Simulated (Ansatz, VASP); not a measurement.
# SnSe2 in two plane-wave programs, part 2 of 2

One calculation is typed for both programs; each brings its own data sets. How far apart do they land? The cell is taken from a series of runs on this material, whose earlier steps may have relaxed, scaled, displaced or heated it; both programs get it as it stands.

VASP 6.6.1 and Ansatz 0.2.0.

So far: The structure; VASP: G0W0 gap, LDA.

### 3. Ansatz: G0W0 gap, LDA

Level of this step: Ansatz beside VASP: Kohn-Sham DFT, plane waves, LDA (Ansatz).

Ansatz runs on its PAW soft_1 files.

The same cell, functional (in two slightly different forms) and mesh now go to Ansatz, which takes its cutoff from its data sets.

Input file input.yaml:

```yaml
crystal:
  lattice:
    - [3.811, 0.0, 0.0]
    - [-1.9055, 3.3004228138, 0.0]
    - [0.0, 0.0, 6.136]
  atoms:
    - { symbol: Sn, position: [0.0, 0.0, 0.0] }
    - { symbol: Se, position: [0.3333333333, 0.6666666667, 0.2614399677] }
    - { symbol: Se, position: [0.6666666667, 0.3333333333, 0.7385600323] }
kpoints:
  mp_grid: { grid: [6, 6, 4] }
hamiltonian:
  xc: lda
  pseudopotentials: { kind: paw, azcp: { folder: soft_1 }, xc_functional: pbe }
scf:
  occupations: { method: fixed }
gw:
  n_empty_bands: 175
  ecut_chi: 100
  qp_bands: [v2, c2]
  qp_kpoints: band_edges
  screening: { model: contour_deformation }
```

Run with:

```bash
$ ansatz run input.yaml --threads 2 --pin off --max-ram 92160MiB --backend cuda --events-out ev --progress --plain --runs-dir out --devices 1 --max-vram 13GiB
```

Numbers of over 12 decimals in the logs are rounded to 6 here.

Output:

```text
GPUs: using 1 of 1 available (devices: 1).
Engine: ansatz 0.2.0, x86_64-unknown-linux-gnu
Pseudopotentials: kind: paw
Pseudopotential: Sn, paw, valence charge 14, recommended cutoff 420 eV (normal), soft_1/Sn.paw.azcp
Pseudopotential: Se, paw, valence charge 16, recommended cutoff 420 eV (normal), soft_1/Se.paw.azcp
Functional definition: SPW92
  exchange = slater_x
  correlation = pw_c
device memory: the entry about to start is reckoned to put 0.9 GiB on a device that reports 56.3 GiB free (of which the cap on the GPU budget leaves the run 13.0 GiB)
GPU FFT provider: cuFFT
GPU libraries: cuBLAS 13.8.2, cuFFT 12.4.0, cuSOLVER 12.3.4
Crystal: 3 atoms, lattice volume = 77.178 Å³
Basis set: ecut = 420 eV, 1485 PW (Γ)
Bands: 28, of which v1, the nominal top of the filled ones, is band 23 counted from 1 (22 counted from 0)
Symmetry: 12 space group operations
Space group: P-3m1 (ITA 164), of the structure as read, at distance tolerance 4.3e-5 Å
k-points: 24 of 144
Non-local potential: Sn, projectors of the file, l = 0: 2, l = 1: 2, l = 2: 2, l = 3: 1
Non-local potential: Se, projectors of the file, l = 0: 2, l = 1: 2, l = 2: 3, l = 3: 1
PAW form: soft (Blöchl's): semilocal exchange-correlation on the pseudo side does not see the compensation charge
PAW frozen core: Sn, regenerated for the run's functional, and the local potential with it (the file was generated under x = pbe(κ = 0.804, μ = 0.219515), c = pbe(β = 0.066725))
PAW frozen core: Se, regenerated for the run's functional, and the local potential with it (the file was generated under x = pbe(κ = 0.804, μ = 0.219515), c = pbe(β = 0.066725))
PAW one-centre angular grid: Sn, 590 points (default); XC on 64 Gauss nodes
PAW one-centre angular grid: Se, 590 points (default); XC on 64 Gauss nodes
Initial density: superposition of atomic densities (chi_scale 0.1, normalization cell, long waves kept (reshape's long-wave potential 0.10 eV rms))
Initial wavefunctions: pseudopotential atomic-orbital guess
GPU buffer pool allocated for 32805 grid points (all kernels)
GPU transforms: local potential and band sums: pruned to the plane-wave sphere, on 25×25×45
Functional: x = slater, c = lda
SCF iter   1: F=—  HF=-16647.544368 eV  |F-HF|=—  |Δ(HF+E_count)|=         —  Δρ=3.06e-2  dr2=1.76e0  ethr=3.10e-3  ⟨swp⟩=5.0  Hψ=2478  notcnv=0  defer=67
preconditioner: auto → Resta (q_TF=auto, 2.503 Å⁻¹)  ε∞=4.0  [insulator: Δε(μ)=0.469 eV  Ē_g=9.745 eV  n_scr=22 (ndim 8)  ℏωp=16.9 eV  f_vac=0.027  ε∞_Penn≈4.0]
SCF iter   2: F=—  HF=-16647.141962 eV  |F-HF|=—  |Δ(HF+E_count)|=   4.02e-1  Δρ=1.48e-2  dr2=2.26e-1  ethr=3.10e-3  ⟨swp⟩=2.0  Hψ=982  notcnv=0  defer=28
SCF iter   3: F=—  HF=-16647.074596 eV  |F-HF|=—  |Δ(HF+E_count)|=   6.74e-2  Δρ=4.79e-3  dr2=1.55e-2  ethr=4.90e-4  ⟨swp⟩=2.0  Hψ=811  notcnv=0  defer=67
SCF iter   4: F=—  HF=-16647.070545 eV  |F-HF|=—  |Δ(HF+E_count)|=   4.05e-3  Δρ=9.66e-4  dr2=1.08e-3  ethr=3.38e-5  ⟨swp⟩=2.0  Hψ=1252  notcnv=0  defer=69
SCF iter   5: F=—  HF=-16647.070226 eV  |F-HF|=—  |Δ(HF+E_count)|=   3.20e-4  Δρ=4.26e-4  dr2=1.32e-4  ethr=2.36e-6  ⟨swp⟩=2.0  Hψ=1248  notcnv=0  defer=69
SCF iter   6: F=—  HF=-16647.070270 eV  |F-HF|=—  |Δ(HF+E_count)|=   4.45e-5  Δρ=1.01e-4  dr2=9.02e-6  ethr=2.88e-7  ⟨swp⟩=3.0  Hψ=1240  notcnv=0  defer=57
SCF iter   7: F=—  HF=-16647.070273 eV  |F-HF|=—  |Δ(HF+E_count)|=   3.25e-6  Δρ=2.64e-5  dr2=4.82e-7  ethr=1.96e-8  ⟨swp⟩=2.0  Hψ=984  notcnv=0  defer=24
SCF iter   8: F=-16647.070274 eV  HF=-16647.070274 eV  |F-HF|=8.75e-9  |Δ(HF+E_count)|=   4.03e-7  Δρ=4.76e-6  dr2=3.12e-8  ethr=2.17e-10  ⟨swp⟩=9.1  Hψ=2785  notcnv=0
SCF 1 converged in 8 iterations: F = -16647.070274 eV  dr2 = 3.12e-8
  greatest PAW one-centre occupation: 1.000 electrons in one spin orbital (limit 2), on the Se atom at site 1 (counted from 0), in its partial waves of l = 2
device memory: the entry about to start is reckoned to put 0.9 GiB (of the 1.0 GiB reckoned in all, the device holds 0.1 GiB already) on a device that reports 56.5 GiB free (of which the cap on the GPU budget leaves the run 12.9 GiB)
NSCF: frozen V_eff on 24 k-points, pencils in batches of 32, up to order 112
the band table was solved once the SCF had ended and its energy, with any forces and stress, was formed, with the checks that follow a solve (3069 applications of the Hamiltonian). They found nothing against the state; the energy, forces and stress were not computed again (output.eigenvalues in the input reference)
device memory: the entry about to start is reckoned to put 2.7 GiB on a device that reports 57.4 GiB free (of which the cap on the GPU budget leaves the run 13.0 GiB)
NSCF: frozen V_eff on 24 k-points
G₀W₀ screening: q 1/24
[... further progress lines ...]
SCF converged after 8 iterations
Free energy (F): -16647.070274 eV
Harris-Foulkes:  -16647.070274 eV  (|F-HF|=8.75e-9)
Internal energy: -16647.070274 eV  (E = F + TS)
E sigma→0 (E₀):  -16647.070274 eV
Fermi energy:    7.603472 eV
[...]
E_closure    = -0.000000  (closes the sum)
  Σ components = -16647.070274   (vs F -16647.070274, Δ=0.00e0)
--- Band table (eV; the first three rows and the last of 24) ---
  k-point 0: bands = [... 19 lower, 7.1014, 7.3256, 7.3256, 7.4853, 8.3691, 10.6284, 12.2038, 12.2038, ... 1 higher]
  k-point 1: bands = [... 19 lower, 7.0158, 7.0158, 7.4507, 7.4507, 9.4112, 10.6047, 12.0388, 12.0388, ... 1 higher]
  k-point 2: bands = [... 19 lower, 6.9641, 6.9641, 7.5434, 7.5434, 10.0754, 10.4723, 11.8834, 11.8834, ... 1 higher]
  k-point 23: bands = [... 19 lower, 3.4468, 3.8921, 7.2418, 7.2418, 9.7923, 11.7851, 11.7851, 13.3199, ... 1 higher]
--- G₀W₀: contour deformation, 7 samples at zero and on the imaginary axis and 2 off it, 144 q-points, 175 empty bands' worth ---
  eigenvalues of the whole cell's RPA ε∞ on this k-mesh (on a slab, of 1 + 4πα/V) = 13.5793, 17.0053, 17.0053; static W/v taken at q = 0 is 0.062381
  bands read: the sum over 198 bands ends inside a degenerate multiplet in 2 slots, whose members it reads at an even weight; the widest, k=0: bands 198 to 199 (counted from 1) at 1/2 each
  gw.qp_kpoints: band_edges: 19 of 24 stored k-points solved, in 1 pass; an edge of the gap read off the rows below is read off those points alone
    valence top: of the k-points left out ik 20 came nearest to being solved in a further pass, in band 23 (counted from 1, as in the quasiparticle table): it holds the edge there only if its correction is more favourable than any solved in that band by at least 0.523 eV; those differ by 0.050 eV
    conduction bottom: of the k-points left out ik 17 came nearest to being solved in a further pass, in band 24 (counted from 1, as in the quasiparticle table): it holds the edge there only if its correction is more favourable than any solved in that band by at least 0.708 eV; those differ by 0.194 eV
    ik  band        ε_KS         Σx   Σc(E_QP)       V_xc       Z   E_QP_lin       E_QP  E_QP is
     0    22      7.3256   -17.4898     1.6300   -15.7276  0.7155     7.1927     7.1934  root
     0    23      7.4853   -17.6410     1.6297   -15.8701  0.7253     7.3434     7.3440  root
     0    24      8.3691   -12.0163    -3.0718   -15.6318  0.7650     8.9199     8.9127  root
     0    25     10.6284    -8.2300    -4.0847   -12.7688  0.7692    11.0887    11.0824  root
     1    22      7.4507   -17.5218     1.5462   -15.8436  0.7205     7.3181     7.3187  root
     1    23      7.4507   -17.5218     1.5462   -15.8436  0.7205     7.3181     7.3187  root
     1    24      9.4112   -12.4067    -3.2442   -16.1384  0.7484     9.9068     9.8986  root
     1    25     10.6047    -8.5548    -4.0967   -13.1266  0.7675    11.0864    11.0798  root
     2    22      7.5434   -17.5777     1.4988   -15.9484  0.7227     7.4123     7.4129  root
     2    23      7.5434   -17.5777     1.4988   -15.9484  0.7227     7.4123     7.4129  root
     2    24     10.0754   -12.2991    -3.7071   -16.5172  0.7349    10.5941    10.5863  root
     2    25     10.4723    -8.5590    -4.0883   -13.1497  0.7716    10.9826    10.9747  root
     3    22      7.5559   -17.5177     1.5987   -15.7662  0.7248     7.4024     7.4031  root
     3    23      7.6009   -17.6219     1.5305   -15.9549  0.7236     7.4638     7.4643  root
     3    24      9.6964   -12.5324    -3.4398   -16.4548  0.7320    10.1853    10.1791  root
     3    25     11.2048    -8.4266    -4.2295   -13.1365  0.7672    11.6907    11.6851  root
     4    22      6.7415   -17.2440     1.8858   -15.1999  0.7058     6.5818     6.5831  root
     4    23      7.3687   -17.4887     1.6640   -15.6809  0.7176     7.2241     7.2249  root
     4    24      9.4140   -11.7887    -3.3731   -15.6171  0.7375     9.8740     9.8693  root
     4    25     11.7311    -8.9125    -4.3732   -13.7807  0.7608    12.2331    12.2260  root
     5    22      6.4618   -16.8739     1.9313   -14.7957  0.6942     6.3142     6.3150  root
     5    23      7.3656   -17.3697     1.6115   -15.6162  0.7175     7.2229     7.2236  root
     5    24      9.5988   -11.4967    -3.5488   -15.5071  0.7379    10.0666    10.0605  root
     5    25     11.7032    -9.3828    -4.3596   -14.2712  0.7637    12.2398    12.2319  root
[...]
21    22      5.8381   -16.4431     2.3922   -13.8903  0.6767     5.6775     5.6775  root
    21    23      5.8381   -16.4431     2.3922   -13.8903  0.6767     5.6775     5.6775  root
    21    24      8.4694   -10.6018    -3.1071   -14.0929  0.7487     8.8568     8.8533  root
    21    25     13.7541    -9.7284    -5.1489   -15.3710  0.6894    14.2511    14.2479  root
    23    22      7.2418   -17.3710     1.7014   -15.5006  0.7152     7.0713     7.0727  root
    23    23      7.2418   -17.3710     1.7014   -15.5006  0.7152     7.0713     7.0727  root
    23    24      9.7923   -11.9974    -3.8350   -16.2950  0.7085    10.2646    10.2550  root
    23    25     11.7851    -8.0368    -4.2539   -12.7314  0.7698    12.2316    12.2257  root
```

### 4. Comparison

Known differences besides the potentials themselves: the two LDA forms differ slightly; fixed occupations in Ansatz, narrow Gaussian smearing in VASP; the data sets hold 46 valence electrons in Ansatz (on its PAW soft_1 files) and 26 in VASP; the cutoff is 420 eV in Ansatz and 300 eV in VASP; VASP's log shows a relativistic correction to its local exchange, Ansatz's none; Ansatz integrates over frequency by contour deformation, VASP on a grid of NOMEGA points; Ansatz's G0W0 levels solve the quasiparticle equation, VASP's are linearised. Total energies have different zeros and are not compared.

The two programs side by side:

| quantity | Ansatz | VASP | difference |
| --- | --- | --- | --- |
| G0W0 gap on the mesh (eV) | 1.07 | 1.08 | -0.01 |
| Kohn-Sham gap under it (eV) | 0.57 | 0.59 | -0.01 |

### 5. What came out

```yaml
difference_in_g0w0_gap_on_the_mesh_g0w0_gap_lda: -0.0071 eV
```

What this shows: The difference in G0W0 gap on the mesh is -0.0071 eV (G0W0 gap, LDA). The data sets hold unlike numbers of valence electrons (46 in Ansatz and 26 in VASP), so part of the differences comes from the potentials. Such differences can come from data sets, numerical settings and the points named under the comparisons, not from the functional's error against experiment.

[Lines on the potential files, build, host, timing and source positions are cut from VASP's logs without a mark.]

[Logs are printed without paths, hosts, clocks, repeated set-up lines and the standing remarks that a program may print on its own settings, such as how far it seeks lower states.]

[Hosts, paths, dates, database ids (printed as entryN), source tags and the programs' standing remarks are cut or masked in the printed files.]
